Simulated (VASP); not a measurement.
## Ir: relaxation of cell and atoms with LDA

The system is Ir.

```
CELL_PARAMETERS angstrom
0.00000 1.92696 1.92696
1.92696 0.00000 1.92696
1.92696 1.92696 0.00000
ATOMIC_POSITIONS crystal
Ir 0.00000 0.00000 0.00000
```

```
Program                : VASP 6.6.1
Task                   : relaxation of cell and atoms
Functional             : LDA
Potentials or basis    : VASP PAW LDA potentials, release 64 (Ir)
Cutoff                 : 600 eV
k mesh                 : 18 × 18 × 18
Occupations            : gaussian, width 0.1 eV
Spin                   : no spin polarisation
Further INCAR settings : ALGO = Normal; EDIFF = 1e-07; IBRION = 2; EDIFFG = -0.005; NSW = 90; ISIF = 3
```

```yaml
Relaxed_volume: 13.93 Å³/atom
Relaxed_cell: a = 2.701 Å, b = 2.701 Å, c = 2.701 Å, α = 60.00°, β = 60.00°, γ = 60.00°
Space_group_after_relaxing_to_0.05_Å: Fm-3m (No. 225)
Energy_gained_by_relaxing: 12.5 meV/atom
Ionic_steps: 7
Pressure_after_relaxing: 0.0 GPa
Band_gap_on_the_k_mesh: none (metal or under the smearing width)
```

Step by step:
```tsv
step	energy change (eV)	largest force (eV/Å)	pressure (GPa)	volume (Å³)
1	0.0000	0.0000	-10.21	14.31
2	0.2159	0.0000	57.18	12.50
3	-0.0125	0.0000	-0.54	13.95
4	-0.0125	0.0000	-0.10	13.93
5	-0.0125	0.0000	0.13	13.92
6	-0.0125	0.0000	-0.40	13.94
7	-0.0125	0.0000	-0.01	13.93
```

Final structure:
```yaml
crystal:
  lattice:
    - [0.00000, 1.90965, 1.90965]
    - [1.90965, 0.00000, 1.90965]
    - [1.90965, 1.90965, 0.00000]
  atoms:
    - { symbol: Ir, position: [0.00000, 0.00000, 0.00000] }
```

Levels at points of the mesh, in eV from the Fermi level:
```tsv
k point	band 2	band 3	band 4	band 5	band 6	band 7
(0.00, 0.00, 0.00)	-4.04	-4.04	-4.04	-1.25	-1.25	14.28
(0.50, 0.00, 0.00)	-4.14	-4.14	-0.79	0.89	0.89	7.39
(0.50, 0.50, 0.00)	-7.57	0.88	1.48	1.48	1.71	10.70
```

Run time: 42 s on 1 thread of Intel(R) Xeon(R) Platinum 8488C (Sapphire Rapids) (shared host), peak memory 0.18 GiB.

The run has no spin-orbit coupling, so splittings on Ir are missing.
